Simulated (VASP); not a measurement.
# Zr2CrN2 (I4/mmm) in VASP: relaxation of cell and atoms with PBE

Aim: the relaxation of cell and atoms of Zr2CrN2 with PBE.

All numbers are computed with VASP 6.6.1; they aren't measurements. Logs are shortened: lines on timing, memory, paths and dates and some standing lists are left out, and cuts for length are marked.

## 1. Starting point

Symmetry: I4/mmm, No. 139, tetragonal system. The conventional cell has a = 3.250 Å, b = 3.250 Å, c = 11.930 Å, α = 90.00°, β = 90.00°, γ = 90.00°. Zr (site symmetry 4mm) is surrounded by 5 N at 2.21 to 2.30 Å. Cr (site symmetry 4/mmm) is surrounded by 2 N at 1.91 Å. Around N (site symmetry 4mm) lie 1 Cr at 1.91 Å.

The cell was built by a generator and needn't be a form met in nature.

## 2. Relaxation of cell and atoms, PBE, collinear spin, ferromagnetic start

Contents of INCAR:

```
ALGO = Fast ; EDIFF = 1E-4
EDIFFG = -0.08 ; ENCUT = 520
GGA = PE ; IBRION = 2
ISIF = 3 ; ISMEAR = 0
ISPIN = 2 ; KPAR = 2
LASPH = True ; LCHARG = False
LMAXMIX = 4 ; LORBIT = 11
LREAL = False ; LWAVE = False
MAGMOM = 0 0 3 0 0 ; NELM = 60
NSW = 24 ; PREC = Normal
SIGMA = 0.15
```

Contents of KPOINTS:

```
k-points
0
Gamma
  6 6 6
```

Contents of POSCAR:

```
Zr2CrN2
1.0
   -1.6250000000      1.6250000000      5.9650000000
    1.6250000000     -1.6250000000      5.9650000000
    1.6250000000      1.6250000000     -5.9650000000
Zr Cr N
2 1 2
Direct
    0.6550000000      0.6550000000      0.0000000000
    0.3450000000      0.3450000000      0.0000000000
    0.0000000000      0.0000000000      0.0000000000
    0.1600000000      0.1600000000      0.0000000000
    0.8400000000      0.8400000000      0.0000000000
```

Potentials or basis: VASP PAW PBE potentials, release 64 (Zr_sv, Cr_pv, N).

Run with:

```bash
cat potpaw_PBE.64/Zr_sv/POTCAR potpaw_PBE.64/Cr_pv/POTCAR potpaw_PBE.64/N/POTCAR > POTCAR
mpirun -np 2 vasp_std > vasp.out
```

OUTCAR:

```text
EDIFF = 1E-4
   EDIFFG = -0.08
   ENCUT = 520
   GGA = PE
   IBRION = 2
   ISIF = 3
   ISMEAR = 0
   ISPIN = 2
   LASPH = True
   LORBIT = 11
   LREAL = False
   NELM = 60
   NSW = 24
   PREC = Normal

 ion  position               nearest neighbor table
   1  0.655  0.655  0.000-   5 2.21   4 2.30   4 2.30   4 2.30   4 2.30   3 2.95   3 2.95   3 2.95
                             3 2.95   2 3.23   2 3.23   2 3.23   2 3.23   2 3.70
   2  0.345  0.345  0.000-   4 2.21   5 2.30   5 2.30   5 2.30   5 2.30   3 2.95   3 2.95   3 2.95
                             3 2.95   1 3.23   1 3.23   1 3.23   1 3.23   1 3.70
   3  0.000  0.000  0.000-   4 1.91   5 1.91   1 2.95   2 2.95   1 2.95   1 2.95   1 2.95   2 2.95
                             2 2.95   2 2.95
   4  0.160  0.160  0.000-   3 1.91   2 2.21   1 2.30   1 2.30   1 2.30   1 2.30
   5  0.840  0.840  0.000-   3 1.91   1 2.21   2 2.30   2 2.30   2 2.30   2 2.30

  LATTYP: Found a body centered tetragonal cell.
 ALAT       =     3.2500000000
 C/A-ratio  =     3.6707692308

  Lattice vectors:

 A1 = (  -1.6250000000,   1.6250000000,   5.9650000000)
 A2 = (   1.6250000000,  -1.6250000000,   5.9650000000)
 A3 = (   1.6250000000,   1.6250000000,  -5.9650000000)

Analysis of symmetry for initial positions (statically):
=====================================================================
 Subroutine PRICEL returns:
 Original cell was already a primitive cell.

 Routine SETGRP: Setting up the symmetry group for a
 body centered tetragonal supercell.

 Subroutine GETGRP returns: Found 16 space group operations
 (whereof 16 operations were pure point group operations)
 out of a pool of 16 trial point group operations.

The static configuration has the point symmetry D_4h.

Analysis of symmetry for dynamics (positions and initial velocities):
=====================================================================
 Subroutine PRICEL returns:
 Original cell was already a primitive cell.

 Routine SETGRP: Setting up the symmetry group for a
 body centered tetragonal supercell.

 Subroutine GETGRP returns: Found 16 space group operations
 (whereof 16 operations were pure point group operations)
 out of a pool of 16 trial point group operations.

The dynamic configuration has the point symmetry D_4h.

Analysis of structural, dynamic, and magnetic symmetry:
=====================================================================
 Subroutine PRICEL returns:
 Original cell was already a primitive cell.

 Routine SETGRP: Setting up the symmetry group for a
 body centered tetragonal supercell.

 Subroutine GETGRP returns: Found 16 space group operations
 (whereof 16 operations were pure point group operations)
 out of a pool of 16 trial point group operations.

The overall configuration has the point symmetry D_4h.

 Subroutine INISYM returns: Found 16 space group operations
 (whereof 16 operations are pure point group operations),
 and found     1 'primitive' translations

----------------------------------------------------------------------------------------

                                     Primitive cell

  volume of cell :      63.0053

  direct lattice vectors                    reciprocal lattice vectors
    -1.625000000  1.625000000  5.965000000     0.000000000  0.307692308  0.083822297
     1.625000000 -1.625000000  5.965000000     0.307692308  0.000000000  0.083822297
     1.625000000  1.625000000 -5.965000000     0.307692308  0.307692308  0.000000000

  length of vectors
     6.392376319  6.392376319  6.392376319     0.318905525  0.318905525  0.435142635

  position of ions in fractional coordinates (direct lattice)
     0.655000000  0.655000000  0.000000000
     0.345000000  0.345000000  0.000000000
     0.000000000  0.000000000  0.000000000
     0.160000000  0.160000000  0.000000000
     0.840000000  0.840000000  0.000000000

  ion indices of the primitive-cell ions
   primitive index   ion index
                 1           1
                 2           2
                 3           3
                 4           4
                 5           5

----------------------------------------------------------------------------------------

 KPOINTS: k-points

Automatic generation of k-mesh.
 Grid dimensions read from file:
 generate k-points for:    6    6    6

 Generating k-lattice:

  Cartesian coordinates                     Fractional coordinates (reciprocal lattice)
     0.000000000  0.051282051  0.013970383     0.166666667  0.000000000  0.000000000
     0.051282051  0.000000000  0.013970383     0.000000000  0.166666667  0.000000000
     0.051282051  0.051282051  0.000000000     0.000000000  0.000000000  0.166666667

  Length of vectors
     0.053150921  0.053150921  0.072523772

  Shift w.r.t. Gamma in fractional coordinates (k-lattice)
     0.000000000  0.000000000  0.000000000

 Subroutine IBZKPT returns following result:
 ===========================================

 Found     30 irreducible k-points:

 Following reciprocal coordinates:
            Coordinates               Weight
  0.000000  0.000000  0.000000      1.000000
  0.166667 -0.000000  0.000000      8.000000
  0.333333 -0.000000  0.000000      8.000000
  0.500000  0.000000  0.000000      4.000000
  0.166667  0.166667  0.000000      8.000000
  0.333333  0.166667  0.000000     16.000000
[... 16 lines left out ...]
 -0.333333 -0.333333  0.166667      8.000000
 -0.166667 -0.333333  0.166667      8.000000
 [... further k-points ...]
   k-points           NKPTS =     30   k-points in BZ     NKDIM =     30   number of bands    NBANDS=     29
   number of dos      NEDOS =    301   number of ions     NIONS =      5
   total plane-waves  NPLWV =  46656
   dimension x,y,z NGX =    36 NGY =   36 NGZ =   36
   dimension x,y,z NGXF=    72 NGYF=   72 NGZF=   72
   ions per type =               2   1   2
   NGX,Y,Z   is equivalent  to a cutoff of   9.36,  9.36,  9.36 a.u.
   NGXF,Y,Z  is equivalent  to a cutoff of  18.72, 18.72, 18.72 a.u.
 SYSTEM =  unknown system
   PREC   = normal    normal or accurate (medium, high low for compatibility)
   ISTART =      0    job   : 0-new  1-cont  2-samecut
   ICHARG =      2    charge: 1-file 2-atom 10-const
   ISPIN  =      2    spin polarized calculation?
   LNONCOLLINEAR =      F non collinear calculations
   LSORBIT =      F    spin-orbit coupling
   LASPH  =      T    aspherical Exc in radial PAW
   ENCUT  =  520.0 eV  38.22 Ry    6.18 a.u.  11.89 11.89 11.89*2*pi/ulx,y,z
   NELM   =     60;   NELMIN=  2; NELMDL= -5     # of ELM steps
   EDIFF  = 0.1E-03   stopping-criterion for ELM
   LREAL  =      F    real-space projection
   EDIFFG = -.8E-01   stopping-criterion for IOM
   NSW    =     24    number of steps for IOM
   IBRION =      2    ionic relax: 0-MD 1-quasi-New 2-CG
   NFREE  =      1    steps in history (QN), initial steepest desc. (CG)
   ISIF   =      3    stress and relaxation
   ISYM   =      2    0-nonsym 1-usesym 2-fastsym
   POTIM  = 0.5000    time-step for ionic-motion
   TEBEG  =    0.0;   TEEND  =   0.0 temperature during run
   PSTRESS=    0.0 pullay stress
   NELECT =      46.0000    total number of electrons
   NUPDOWN=      -1.0000    fix difference up-down
   EMIN   =  10.00;   EMAX   =-10.00  energy-range for DOS
   EFERMI =   0.00;   METHOD = LEGACY
   ISMEAR =     0;   SIGMA  =   0.15  broadening in eV -4-tet -1-fermi 0-gaus
   EFERMI_NEDOS =   21; number of points for ismear=-14 and -15
   IALGO  =     68    algorithm
   IMIX   =      4    mixing-type and parameters
     AMIX     =   0.40;   BMIX     =  1.00
     AMIX_MAG =   1.60;   BMIX_MAG =  1.00
  volume/ion in A,a.u.               =      12.60        85.04
  Fermi-wavevector in a.u.,A,eV,Ry     =   1.474128  2.785697 29.566166  2.173052
  Thomas-Fermi vector in A             =   2.588937
   LORBIT       =     11    0 simple, 1 ext, 2 COOP (PROOUT), +10 PAW based schemes
   GGA     = PE    functional components
   LHFCALC =     F    Hartree Fock is set to
   AEXX    =    0.0000 exact exchange contribution
   IVDW    =     0    specifies the selected vdW correction
   LEPSILON=     F    determine dielectric tensor
   LRPA    =     F    only Hartree local field effects (RPA)
 conjugate gradient relaxation of ions
 spin polarized calculation
 RMM-DIIS sequential band-by-band and
 Gauss-broadening in eV      SIGMA  =   0.15
  energy-cutoff  :      520.00
  volume of cell :       63.01
 maximum number of plane-waves:      1714
   NGX = 23   NGY = 23   NGZ = 23

--------------------------------------- Ionic step        1  -------------------------------------------

 number of electron      46.0000007 magnetization       0.3112266

 Free energy of the ion-electron system (eV)
  ---------------------------------------------------
  ext. energy  EPLUGINS =         0.00000000
  ---------------------------------------------------
  free energy    TOTEN  =       -49.41254350 eV

  energy without entropy =      -49.37308400  energy(sigma->0) =      -49.39281375

------------------------ aborting loop because EDIFF is reached ----------------------------------------

  FORCE on cell =-STRESS in cart. coord.  units (eV):
  Direction    XX          YY          ZZ          XY          YZ          ZX
  --------------------------------------------------------------------------------------
  -------------------------------------------------------------------------------------
  Total        0.2982478      0.2982478      0.4102742      0.0000000      0.0000000      0.0000000
  in kB        7.5842164      7.5842164     10.4329627      0.0000000      0.0000000      0.0000000
  external PRESSURE =       8.5337985 kB  Pullay stress =       0.0000000 kB
[... 182 lines left out ...]
  energy  without entropy=      -49.4331515448  energy(sigma->0) =      -49.45416106

--------------------------------------- Ionic step        6  -------------------------------------------

 number of electron      46.0000016 magnetization      -0.0570088

 Free energy of the ion-electron system (eV)
  ---------------------------------------------------
  ext. energy  EPLUGINS =         0.00000000
  ---------------------------------------------------
  free energy    TOTEN  =       -49.47595612 eV

  energy without entropy =      -49.43450115  energy(sigma->0) =      -49.45522864

 E-fermi :  10.6586     XC(G=0): -12.4666

 val. band max:       10.6527820065   @ k =  -0.1667  -0.3333   0.1667
 cond. band min:      10.6610168829   @ k =   0.5000   0.5000   0.5000
 fundamental gap:      0.0082348764
 Fermi energy:        10.6586371772

 spin component 1

 k-point     1 :       0.0000    0.0000    0.0000
  band No.  band energies     occupation
      1     -38.3593      1.00000
      2     -38.2831      1.00000
      3     -32.6007      1.00000
      4     -32.0778      1.00000
      5     -32.0778      1.00000
      6     -16.6499      1.00000
[... 757 lines left out ...]
     28      13.0314      0.00000
     29      13.6360      0.00000

 [... further k-points ...]

 spin component 2

 k-point     1 :       0.0000    0.0000    0.0000
  band No.  band energies     occupation
      1     -38.3590      1.00000
      2     -38.2828      1.00000
      3     -32.6576      1.00000
      4     -32.1321      1.00000
      5     -32.1321      1.00000
      6     -16.6494      1.00000
[... 791 lines left out ...]
  FREE ENERGIE OF THE ION-ELECTRON SYSTEM (eV)
  ---------------------------------------------------
  free  energy   TOTEN  =       -49.4759561228 eV

  energy  without entropy=      -49.4345011495  energy(sigma->0) =      -49.45522864

 reached required accuracy - stopping structural energy minimisation

 total charge

# of ion       s       p       d       tot
------------------------------------------
    1        2.170   6.028   1.637   9.835
    2        2.170   6.028   1.637   9.835
    3        0.370   6.360   4.223  10.954
    4        1.248   2.491   0.000   3.739
    5        1.248   2.491   0.000   3.739
--------------------------------------------------
tot          7.206  23.397   7.497  38.101

 magnetization (x)

# of ion       s       p       d       tot
------------------------------------------
    1        0.000  -0.000   0.000   0.000
    2        0.000  -0.000   0.000   0.000
    3       -0.001  -0.000  -0.059  -0.060
    4        0.000  -0.001   0.000  -0.001
    5        0.000  -0.001   0.000  -0.001
--------------------------------------------------
tot         -0.000  -0.003  -0.058  -0.061
```

It took 10 min on 2 MPI ranks of Intel Xeon Platinum 8375C at 2.90GHz (Ice Lake), shared host; peak memory 0.3 GiB.

What came out:

```
Free energy                                           : -49.4760 eV
Relaxed volume                                        : 12.52 Å³/atom
Relaxed cell                                          : a = 6.371 Å, b = 6.371 Å, c = 6.371 Å, α = 150.49°, β = 150.49°, γ = 42.22°
Space group after relaxing (to 0.05 Å)                : I4/mmm (No. 139)
Energy gained by relaxing                             : 12.7 meV/atom
Ionic steps                                           : 6
Pressure after relaxing                               : -0.2 GPa
Largest force after relaxing                          : 0.055 eV/Å
Band gap on the k mesh                                : none (metal or under the smearing width)
Net moment                                            : -0.06 μB per cell
Site moments                                          : Zr +0.00; Cr -0.06; N -0.00 μB
Valence electrons inside the program's atomic spheres : Zr 9.84; Cr 10.95; N 3.74
```

Forces in eV/Å, atoms in the order of the input:
```
Zr   0.000  0.000  0.033
Zr   0.000  0.000 -0.033
Cr   0.000  0.000  0.000
N    0.000  0.000  0.055
N    0.000  0.000 -0.055
```

Stress tensor (GPa, compression positive):
```
-0.14  0.00  0.00
 0.00 -0.14  0.00
 0.00  0.00 -0.28
```

Step by step:
```csv
step,energy change (eV),largest force (eV/Å),pressure (GPa),volume (Å³)
1,0.0000,0.8250,0.85,63.01
2,-0.0426,0.2933,-2.66,63.62
3,-0.0442,0.1337,-3.87,63.82
4,-0.0626,0.1039,-0.39,62.70
5,-0.0626,0.1034,-0.29,62.67
6,-0.0634,0.0551,-0.19,62.61
```

Final structure:
```
Zr Cr N
1.0
    -1.62276    1.62276    5.94377
     1.62276   -1.62276    5.94377
     1.62276    1.62276   -5.94377
Zr Cr N
2 1 2
Direct
  0.64870 0.64870 0.00000
  0.35130 0.35130 0.00000
  0.00000 0.00000 0.00000
  0.16200 0.16200 0.00000
  0.83800 0.83800 0.00000
```

Levels at points of the mesh, in eV from the Fermi level:
Spin up:
| k point | band 21 | band 22 | band 23 | band 24 | band 25 | band 26 |
| --- | --- | --- | --- | --- | --- | --- |
| (0.00, 0.00, 0.00) | -2.43 | -2.24 | -0.47 | -0.47 | 0.27 | 0.82 |
| (0.50, 0.00, 0.00) | -0.59 | -0.56 | -0.12 | 0.68 | 1.18 | 3.01 |
| (0.50, 0.50, 0.00) | -1.81 | -1.68 | -0.03 | 0.18 | 1.16 | 1.51 |
| (0.50, 0.50, 0.50) | -3.05 | -0.93 | 0.00 | 0.32 | 0.80 | 0.80 |
Spin down:
```
           k point  band 19  band 20  band 21  band 22  band 23  band 24  band 25  band 26  band 27  band 28
(0.00, 0.00, 0.00)    -2.57    -2.57    -2.44    -2.24    -0.51    -0.51     0.22     0.80     1.55     2.92
(0.50, 0.00, 0.00)    -4.58    -2.26    -0.63    -0.56    -0.17     0.62     1.14     3.02     3.08     3.38
(0.50, 0.50, 0.00)    -3.46    -2.42    -1.81    -1.71    -0.07     0.18     1.12     1.48     3.07     3.86
(0.50, 0.50, 0.50)    -3.22    -3.13    -3.05    -0.93    -0.02     0.28     0.76     0.76     1.33     1.33
```

Caveat: the k mesh is coarse (spacing up to 0.46 Å⁻¹), so the values aren't converged; the relaxation stopped at a loose force limit of 0.08 eV/Å, so its end isn't a converged minimum.
